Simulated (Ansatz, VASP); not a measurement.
# Sb (Antimony): VASP beside Ansatz, part 2 of 2

Aim: how closely do two programs agree when they are given the same cell, functional and k mesh? The structure shown comes from an earlier Ansatz run, which isn't shown and may have moved the atoms alone.

VASP 6.6.1 and Ansatz 0.2.0.

So far: Starting point; Ansatz: elastic constants, LDA.

### Step 3. VASP: elastic constants, LDA

Level of this step: LDA; plane waves and PAW (Sb) (VASP).

The same cell, functional (in two slightly different forms), mesh and smearing now go to VASP, with its own data sets.

Lines of VASP's logs that name or quote its potential files are left out, and so is its time.

Contents of INCAR:

```
SYSTEM = Sb
PREC = Accurate
ENCUT = 500
EDIFF = 1E-08
NELM = 120
ISMEAR = 0
SIGMA = 0.1
LREAL = .FALSE.
ALGO = Normal
GGA = CA
NBANDS = 11
LORBIT = 11
LWAVE = .FALSE.
LCHARG = .FALSE.
ISIF = 3
IBRION = 6
NFREE = 2
POTIM = 0.015
NSW = 1
LASPH = .TRUE.
GGA_COMPAT = .FALSE.
KPAR = 2
```

Contents of POSCAR:

```
Sb
1.0
    2.1475256038      1.2398744854      3.6572531397
   -2.1475256038      1.2398744854      3.6572531397
    0.0000000000     -2.4797489709      3.6572531397
Sb
2
Direct
    0.2361716037      0.2361716037      0.2361716037
    0.7638283963      0.7638283963      0.7638283963
```

Contents of KPOINTS:

```
Automatic mesh
0
Gamma
12 12 12
0 0 0
```

The projector-augmented-wave data sets are Sb (LDA family, release 64).

The run is started by

```
$ mpirun -np 2 vasp_std
```

Numbers of over 12 decimals in the logs are rounded to 6 here.

What it wrote:

```text
[banner, memory and clock lines left out]
running    2 mpi-ranks, on    1 nodes
 distrk:  each k-point on    1 cores,    2 groups
 distr:  one band on    1 cores,    1 groups

 POSCAR found type information on POSCAR Sb
 POSCAR found :  1 types and       2 ions
 LDA part: xc-table for (Slater(with rela. corr.)+CA(PZ))
 , standard interpolation
 POSCAR, INCAR and KPOINTS ok, starting setup
 FFT: planning ... GRIDC
 FFT: planning ... GRID_SOFT
 FFT: planning ... GRID
 WAVECAR not read
 entering main loop
       N       E                     dE             d eps       ncg     rms          rms(c)
DAV:   1     0.369828356600E+02    0.36983E+02   -0.35281E+03  4158   0.695E+02
DAV:   2    -0.757656191514E+01   -0.44559E+02   -0.43279E+02  5681   0.114E+02
DAV:   3    -0.963115991496E+01   -0.20546E+01   -0.20255E+01  5088   0.281E+01
DAV:   4    -0.965319963369E+01   -0.22040E-01   -0.22023E-01  4707   0.322E+00
DAV:   5    -0.965344329406E+01   -0.24366E-03   -0.24366E-03  4812   0.398E-01    0.323E+00
DAV:   6    -0.963787095772E+01    0.15572E-01   -0.33948E-03  4677   0.317E-01    0.192E+00
DAV:   7    -0.962910571469E+01    0.87652E-02   -0.73010E-03  4524   0.459E-01    0.551E-02
DAV:   8    -0.962911722943E+01   -0.11515E-04   -0.19665E-04  4704   0.101E-01    0.174E-02
DAV:   9    -0.962912092270E+01   -0.36933E-05   -0.13651E-05  4719   0.228E-02    0.604E-03
DAV:  10    -0.962912056848E+01    0.35422E-06   -0.16186E-06  4716   0.705E-03    0.946E-04
DAV:  11    -0.962912059888E+01   -0.30401E-07   -0.15162E-07  4740   0.237E-03    0.355E-04
DAV:  12    -0.962912059890E+01   -0.23647E-10   -0.92796E-09  2826   0.535E-04
   1 F= -.96291206E+01 E0= -.96287772E+01  d E =-.686852E-03
[... from here on, the cycles between the ionic steps are left out ...]
   2 F= -.96254553E+01 E0= -.96250924E+01  d E =-.725825E-03
   3 F= -.96231420E+01 E0= -.96226604E+01  d E =-.963219E-03
   4 F= -.96254802E+01 E0= -.96251177E+01  d E =-.724985E-03
   7 F= -.96254659E+01 E0= -.96250535E+01  d E =-.824875E-03
   8 F= -.96274856E+01 E0= -.96270987E+01  d E =-.773961E-03
   9 F= -.96274856E+01 E0= -.96270987E+01  d E =-.773964E-03
  10 F= -.96264629E+01 E0= -.96260702E+01  d E =-.785334E-03
  11 F= -.96264580E+01 E0= -.96260563E+01  d E =-.803330E-03
  12 F= -.96264540E+01 E0= -.96260568E+01  d E =-.794402E-03
  13 F= -.96264540E+01 E0= -.96260568E+01  d E =-.794402E-03
  14 F= -.96289029E+01 E0= -.96285594E+01  d E =-.686998E-03
  15 F= -.96289029E+01 E0= -.96285594E+01  d E =-.686999E-03
  16 F= -.96290498E+01 E0= -.96286350E+01  d E =-.829573E-03
 Finite differences progress:
  Degree of freedom:   8/  8
  Displacement:        1/  2
  Total:              15/ 16
 bond charge predicted
       N       E                     dE             d eps       ncg     rms          rms(c)
DAV:   1    -0.962770683766E+01    0.13429E-02   -0.24793E-01  4227   0.283E+00    0.109E-01
DAV:   2    -0.962817862341E+01   -0.47179E-03   -0.60266E-03  4726   0.581E-01    0.359E-02
DAV:   3    -0.962815735599E+01    0.21267E-04   -0.97657E-05  4778   0.739E-02    0.162E-02
DAV:   4    -0.962815414886E+01    0.32071E-05   -0.11269E-05  4734   0.184E-02    0.494E-03
DAV:   5    -0.962815405289E+01    0.95967E-07   -0.82342E-07  4653   0.578E-03    0.786E-04
DAV:   6    -0.962815405323E+01   -0.33356E-09   -0.45814E-08  4746   0.138E-03
  17 F= -.96281541E+01 E0= -.96278543E+01  d E =-.599447E-03
 Finite differences progress:
  Degree of freedom:   8/  8
  Displacement:        2/  2
  Total:              16/ 16
```

OUTCAR, selected parts (step 3):

```text
ion  position               nearest neighbor table
   1  0.236  0.236  0.236-   2 2.91   2 2.91   2 2.91   2 3.27   2 3.27   2 3.27
   2  0.764  0.764  0.764-   1 2.91   1 2.91   1 2.91   1 3.27   1 3.27   1 3.27

  LATTYP: Found a trigonal (rhomboedric) cell.
 ALAT       =     4.4186712354
 COS(alpha) =     0.5275853935

 Subroutine GETGRP returns: Found 12 space group operations
 (whereof 12 operations were pure point group operations)

The static configuration has the point symmetry D_3d.

 Found    189 irreducible k-points:

   k-points           NKPTS =    189   k-points in BZ     NKDIM =    189   number of bands    NBANDS=     11

   dimension x,y,z NGX =    32 NGY =   32 NGZ =   32
   dimension x,y,z NGXF=    64 NGYF=   64 NGZF=   64

   ENCUT  =  500.0 eV  36.75 Ry    6.06 a.u.   8.06  8.06  8.06*2*pi/ulx,y,z

   NELECT =      10.0000    total number of electrons

 k-points in reciprocal lattice and weights: Automatic mesh
   0.00000000  0.00000000  0.00000000       0.001
   0.08333333  0.00000000  0.00000000       0.003
   0.16666667  0.00000000  0.00000000       0.003
   0.25000000  0.00000000  0.00000000       0.003
   0.33333333 -0.00000000  0.00000000       0.003
   0.41666667  0.00000000  0.00000000       0.003
   0.50000000  0.00000000  0.00000000       0.002
   0.08333333  0.08333333  0.00000000       0.003
   0.16666667  0.08333333  0.00000000       0.007
[...]
-0.41666667  0.50000000  0.41666667       0.003
   0.50000000  0.50000000  0.50000000       0.001

 average (electrostatic) potential at core
       1 -86.3752       2 -86.3752

 E-fermi :   7.4780

 k-point     1 :       0.0000    0.0000    0.0000
  band No.  band energies     occupation
      1      -5.3964      2.00000
      2       2.8530      2.00000
      3       5.5398      2.00000
      4       5.6599      2.00000
      5       5.6599      2.00000
      6       9.8143      0.00000
      7      10.3461      0.00000
      8      10.3461      0.00000
      9      12.4739      0.00000
     10      12.4739      0.00000
    ...

 k-point     2 :       0.0833    0.0000    0.0000
  band No.  band energies     occupation
      1      -5.3179      2.00000
      2       2.4527      2.00000
      3       5.5595      2.00000
      4       5.6501      2.00000
      5       5.8623      2.00000
      6       9.7328      0.00000
      7      10.1267      0.00000
      8      10.1268      0.00000
      9      12.1758      0.00000
     10      12.4963      0.00000
    ...

 k-point     3 :       0.1667    0.0000    0.0000
  band No.  band energies     occupation
      1      -5.0834      2.00000
      2       1.5507      2.00000
      3       5.5769      2.00000
      4       5.6310      2.00000
      5       6.2462      2.00000
      6       9.3834      0.00000
      7       9.5771      0.00000
      8       9.6009      0.00000
      9      12.0244      0.00000
     10      12.6158      0.00000
    ...

  Total        0.1290721      0.1290721      0.1074235      0.0000000     -0.0000000      0.0000000
  in kB        3.5393252      3.5393252      2.9456929      0.0000000     -0.0000000      0.0000000
  external PRESSURE =       3.3414477 kB  Pullay stress =       0.0000000 kB

  energy-cutoff  :      500.00
  volume of cell :       58.43
      direct lattice vectors                 reciprocal lattice vectors
     2.147525604  1.239874485  3.657253140     0.232826095  0.134422209  0.091143085
    -2.147525604  1.239874485  3.657253140    -0.232826095  0.134422209  0.091143085
     0.000000000 -2.479748971  3.657253140     0.000000000 -0.268844417  0.091143085

 POSITION                                       TOTAL-FORCE (eV/Angst)
 -----------------------------------------------------------------------------------
      0.00000     -0.00000      2.57622         0.000000     -0.000000      0.100050
      0.00000     -0.00000      8.38054         0.000000      0.000000     -0.100050
 -----------------------------------------------------------------------------------
    total drift:                               -0.000000      0.000000      0.000125

  FREE ENERGIE OF THE ION-ELECTRON SYSTEM (eV)
  ---------------------------------------------------
  free  energy   TOTEN  =        -9.6281540532 eV

  energy  without entropy=       -9.6275546065  energy(sigma->0) =       -9.62785433

  SYMMETRIZED ELASTIC MODULI (kBar)
 Direction    XX          YY          ZZ          XY          YZ          ZX
 --------------------------------------------------------------------------------
 XX        1173.7522    374.8813    446.8567      0.0000   -298.3183      0.0000
 YY         374.8813   1173.7522    446.8567      0.0000    298.3183      0.0000
 ZZ         446.8567    446.8567    816.0513      0.0000     -0.0000      0.0000
 XY           0.0000      0.0000      0.0000    399.4354      0.0000   -298.3183
 YZ        -298.3183    298.3183     -0.0000      0.0000    647.7615      0.0000
 ZX           0.0000      0.0000      0.0000   -298.3183      0.0000    647.7615
 --------------------------------------------------------------------------------

 Eigenvectors and eigenvalues of the dynamical matrix
 ----------------------------------------------------

   1 f  =    4.300469 THz    27.020642 2PiTHz  143.448198 cm-1    17.785302 meV
             X         Y         Z           dx          dy          dz
      0.000000 -0.000000  2.591218    -0.000000   -0.000000    0.707107
      0.000000 -0.000000  8.380541     0.000000    0.000000   -0.707107

   2 f  =    2.789211 THz    17.525127 2PiTHz   93.038048 cm-1    11.535243 meV
             X         Y         Z           dx          dy          dz
      0.000000 -0.000000  2.591218    -0.707107    0.000000    0.000000
      0.000000 -0.000000  8.380541     0.707107   -0.000000    0.000000

   3 f  =    2.789211 THz    17.525127 2PiTHz   93.038048 cm-1    11.535243 meV
             X         Y         Z           dx          dy          dz
      0.000000 -0.000000  2.591218    -0.000000   -0.707107   -0.000000
      0.000000 -0.000000  8.380541     0.000000    0.707107    0.000000

   4 f  =    0.000000 THz     0.000000 2PiTHz    0.000001 cm-1     0.000000 meV
             X         Y         Z           dx          dy          dz
      0.000000 -0.000000  2.591218     0.516423   -0.482910    0.010289
      0.000000 -0.000000  8.380541     0.516423   -0.482910    0.010289

   5 f  =    0.000000 THz     0.000000 2PiTHz    0.000001 cm-1     0.000000 meV
             X         Y         Z           dx          dy          dz
      0.000000 -0.000000  2.591218     0.483018    0.516274   -0.012445
      0.000000 -0.000000  8.380541     0.483018    0.516274   -0.012445

   6 f/i=    0.000000 THz     0.000000 2PiTHz    0.000002 cm-1     0.000000 meV
             X         Y         Z           dx          dy          dz
      0.000000 -0.000000  2.591218    -0.000987   -0.016118   -0.706922
      0.000000 -0.000000  8.380541    -0.000987   -0.016118   -0.706922

 ELASTIC MODULI CONTR FROM IONIC RELAXATION (kBar)
 Direction    XX          YY          ZZ          XY          YZ          ZX
 --------------------------------------------------------------------------------
 XX         -91.3273    -79.1613   -138.9190      0.0000     34.0201     -0.0000
 YY         -79.1613    -91.3273   -138.9190     -0.0000    -34.0201      0.0000
 ZZ        -138.9190   -138.9190   -226.3905      0.0000      0.0000     -0.0000
 XY           0.0000     -0.0000      0.0000     -6.0830     -0.0000     34.0201
 YZ          34.0201    -34.0201      0.0000     -0.0000   -190.2630      0.0000
 ZX          -0.0000      0.0000     -0.0000     34.0201      0.0000   -190.2630
 --------------------------------------------------------------------------------

 TOTAL ELASTIC MODULI (kBar)
 Direction    XX          YY          ZZ          XY          YZ          ZX
 --------------------------------------------------------------------------------
 XX        1082.4249    295.7199    307.9377      0.0000   -264.2982     -0.0000
 YY         295.7199   1082.4249    307.9377     -0.0000    264.2982      0.0000
 ZZ         307.9377    307.9377    589.6609      0.0000     -0.0000     -0.0000
 XY           0.0000     -0.0000      0.0000    393.3525     -0.0000   -264.2982
 YZ        -264.2982    264.2982     -0.0000     -0.0000    457.4985      0.0000
 ZX          -0.0000      0.0000     -0.0000   -264.2982      0.0000    457.4985
 --------------------------------------------------------------------------------

 total charge
# of ion       s       p       d       tot
------------------------------------------
    1        1.222   1.169   0.041   2.431
    2        1.222   1.169   0.041   2.431
--------------------------------------------------
tot          2.444   2.337   0.081   4.862

[... 3 further parts left out ...]
```

CONTCAR:

```
Sb
   1.00000000000000
     2.1475256038000001    1.2398744853999999    3.6572531396999999
    -2.1475256038000001    1.2398744853999999    3.6572531396999999
     0.0000000000000000   -2.4797489708999998    3.6572531396999999
  Sb
     2
Direct
     0.2348044574268069    0.2348044574268069    0.2348044574268621
     0.7638283962999992    0.7638283962999992    0.7638283962999992
```

Levels, forces or a CONTCAR printed for this step are those of its last displaced cell, not of the structure at rest.

### Step 4. Side by side

Known differences besides the potentials themselves: the two LDA forms differ slightly; the data sets hold 30 valence electrons in Ansatz (on its default PAW (the set named soft_2) files) and 10 in VASP; the cutoff is 290 eV in Ansatz and 500 eV in VASP; VASP's log shows a relativistic correction to its local exchange, Ansatz's none; VASP takes each elastic constant from one size of strain, Ansatz from those that its log lists; Ansatz's log warns that its cutoff lies below the recommended one. Total energies have different zeros and are not compared.

Compared:

| quantity | Ansatz | VASP | difference |
| --- | --- | --- | --- |
| C11 (GPa) | 102.9 | 108.2 | -4.95 % |
| C22 (GPa) | 102.9 | 108.2 | -4.95 % |
| C33 (GPa) | 54.5 | 59.0 | -7.57 % |
| C12 (GPa) | 27.3 | 29.6 | -7.54 % |
| C13 (GPa) | 27.0 | 30.8 | -12.31 % |
| C23 (GPa) | 27.0 | 30.8 | -12.31 % |
| C44 (GPa) | 41.4 | 45.8 | -9.48 % |
| C55 (GPa) | 41.4 | 45.8 | -9.48 % |
| C66 (GPa) | 37.8 | 39.3 | -3.99 % |

### Step 5. Results

- difference in C13 (elastic constants, LDA): -12 %

The difference in C13 is -12 % (elastic constants, LDA), beyond the 5 % picked in this series as the mark of a large difference. The data sets hold unlike numbers of valence electrons (30 in Ansatz and 10 in VASP), so part of the differences comes from the potentials. Such differences can come from data sets, numerical settings and the points named under the comparisons, not from the functional's error against experiment.

[Lines on the potential files, build, host, timing and source positions are cut from VASP's logs without a mark.]

[Logs are printed without paths, hosts, clocks, repeated set-up lines and the standing remarks that a program may print on its own settings, such as how far it seeks lower states.]

[Hosts, paths, dates, database ids (printed as entryN), source tags and the programs' standing remarks are cut or masked in the printed files.]
